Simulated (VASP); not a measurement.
Output of a VASP run:

### OSZICAR
```
       N       E                     dE             d eps       ncg     rms          rms(c)
DAV:   1     0.846446471339E+01    0.84645E+01   -0.32347E+03  2452   0.447E+02
DAV:   2    -0.293012367888E+01   -0.11395E+02   -0.11111E+02  1941   0.937E+01
DAV:   3    -0.296474828344E+01   -0.34625E-01   -0.34622E-01  2260   0.457E+00
DAV:   4    -0.296477386420E+01   -0.25581E-04   -0.25582E-04  2022   0.125E-01
DAV:   5    -0.296477393709E+01   -0.72888E-07   -0.73276E-07  1976   0.607E-03    0.856E+00
DAV:   6    -0.233024714612E+01    0.63453E+00   -0.25485E+00  1919   0.154E+01    0.242E+00
DAV:   7    -0.231345379483E+01    0.16793E-01   -0.81190E-02  1952   0.268E+00    0.942E-01
DAV:   8    -0.231290453857E+01    0.54926E-03   -0.18483E-03  1997   0.382E-01    0.194E-01
DAV:   9    -0.231279084976E+01    0.11369E-03   -0.20561E-04  1963   0.124E-01    0.340E-02
DAV:  10    -0.231278790594E+01    0.29438E-05   -0.22365E-06  1901   0.145E-02    0.573E-03
DAV:  11    -0.231278746966E+01    0.43627E-06   -0.18059E-07   982   0.455E-03
   1 F= -.23127875E+01 E0= -.23080786E+01  d E =-.941775E-02
```

### OUTCAR
```
------------------------ aborting loop because EDIFF is reached ----------------------------------------
  FORCE on cell =-STRESS in cart. coord.  units (eV):
  Direction    XX          YY          ZZ          XY          YZ          ZX
  --------------------------------------------------------------------------------------
  Total      -11.5409232    -11.5409232    -11.5409232      0.0000000      0.0000000      0.0000000
  in kB    -1153.4364364  -1153.4364364  -1153.4364364      0.0000000      0.0000000      0.0000000
  external PRESSURE =   -1153.4364364 kB  Pullay stress =       0.0000000 kB
  volume of cell :       16.03
      direct lattice vectors                 reciprocal lattice vectors
     0.000000000  2.001286000  2.001286000    -0.249839353  0.249839353  0.249839353
     2.001286000  0.000000000  2.001286000     0.249839353 -0.249839353  0.249839353
     2.001286000  2.001286000  0.000000000     0.249839353  0.249839353 -0.249839353
 POSITION                                       TOTAL-FORCE (eV/Angst)
 -----------------------------------------------------------------------------------
      0.00000      0.00000      0.00000         0.000000      0.000000     -0.000000
 -----------------------------------------------------------------------------------
    total drift:                               -0.000000      0.000000      0.000000
  FREE ENERGIE OF THE ION-ELECTRON SYSTEM (eV)
  ---------------------------------------------------
  free  energy   TOTEN  =        -2.3127874697 eV

  energy  without entropy=       -2.3033697193  energy(sigma->0) =       -2.30807859
```
(Selected blocks of OUTCAR.)

### POSCAR
```
Ag
1
    0.0000000000     2.0012860000     2.0012860000
    2.0012860000     0.0000000000     2.0012860000
    2.0012860000     2.0012860000     0.0000000000
Ag
1
Direct
  0.0000000000   0.0000000000   0.0000000000
```

**Question.** Write an INCAR and KPOINTS that could have produced this output.

**Answer.** Several could match; the one computed here: the input of the run itself, PBE GGA, plane waves, VASP's PBE PAW potentials (set 64).

### INCAR
```
LREAL=.False.
EDIFF=1E-6   ! SCF stop (eV)
LCHARG=.False.
LASPH=.True.   ! aspherical one-centre terms
SIGMA=0.272   ! width (eV)
ISMEAR=0   ! Gaussian
ALGO=Normal
ISIF=2   ! forces and stress, cell fixed
PREC=Accurate
SYSTEM=Ag
NELM=100
GGA=PE
LWAVE=.False.
LMAXMIX=4   ! l cut-off of mixed one-centre charges
ENCUT=180   ! plane-wave cut-off (eV)
```

### KPOINTS
```
Automatic mesh
0
Gamma
14 14 14
0 0 0
```

POTCAR, in this order: Ag (PBE.64 set). Program: vasp_std.

At this cut-off the stress carries a Pulay error, which pulls relaxed volumes low.

The structure comes from a computed database's Ag entry; how it stands against other phases isn't given here. The cell was not relaxed at this level. The run is one of a series of settings (ENCUT = 180 against the base run), some of them coarse on purpose.
